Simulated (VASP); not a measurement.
Computed with LDA (Ceperley-Alder, Perdew-Zunger), VASP's LDA PAW potentials (set 64) (plane waves; VASP 6.6.1).

Gaps are without spin-orbit coupling.

Problem. Order these relaxed crystals by band gap, smallest first: LiH, Fm-3m (225); LiLa2HO3, Immm (71); KF, Fm-3m (225); MgCdTe2, R3m (160).

Solution. MgCdTe2, R3m (160) (1.31 eV), LiLa2HO3, Immm (71) (1.73 eV), LiH, Fm-3m (225) (2.52 eV), KF, Fm-3m (225) (6.32 eV)
